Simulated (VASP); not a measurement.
Harmonic phonons of Al$_{3}$Sc (L1_2) from finite displacements in a 2×2×2 supercell. Mesh and cut-off are the supercell's.

Input:

```yaml
crystal:
  lattice:
    - [4.07152, 0.00000, 0.00000]
    - [0.00000, 4.07152, 0.00000]
    - [0.00000, 0.00000, 4.07152]
  atoms:
    - { symbol: Sc, position: [0.00000, 0.00000, 0.00000] }
    - { symbol: Al, position: [0.00000, 0.50000, 0.50000] }
    - { symbol: Al, position: [0.50000, 0.00000, 0.50000] }
    - { symbol: Al, position: [0.50000, 0.50000, 0.00000] }
```

Computed with PBEsol GGA, VASP's PBE PAW potentials (set 64) (plane waves; VASP). Run with 400 eV cut-off, 3×3×3 Γ-centred mesh, first-order Methfessel-Paxton smearing of 0.10 eV, potentials Sc_sv Al.

The supercell is small, so branches between its commensurate points are interpolated roughly.

**Question.** Give the frequencies (cm⁻¹; imaginary ones negative) at the high-symmetry points.

**Answer.** 
| branch | Γ | X | M | R |
|---|---|---|---|---|
| 1 | 0 | 180 | 169 | 144 |
| 2 | 0 | 180 | 182 | 144 |
| 3 | 0 | 186 | 182 | 181 |
| 4 | 241 | 186 | 227 | 181 |
| 5 | 241 | 212 | 227 | 181 |
| 6 | 241 | 241 | 231 | 238 |
| 7 | 262 | 263 | 257 | 238 |
| 8 | 262 | 278 | 260 | 238 |
| 9 | 262 | 280 | 260 | 271 |
| 10 | 342 | 280 | 307 | 334 |
| 11 | 342 | 314 | 307 | 334 |
| 12 | 342 | 314 | 319 | 334 |
The highest frequency is 342 cm⁻¹. No branch is imaginary beyond numerical noise (20 cm⁻¹), so no instability shows on this path; only the points that fit the supercell are exact.

The compound is Al3Sc in the L1_2 structure. It was relaxed first.
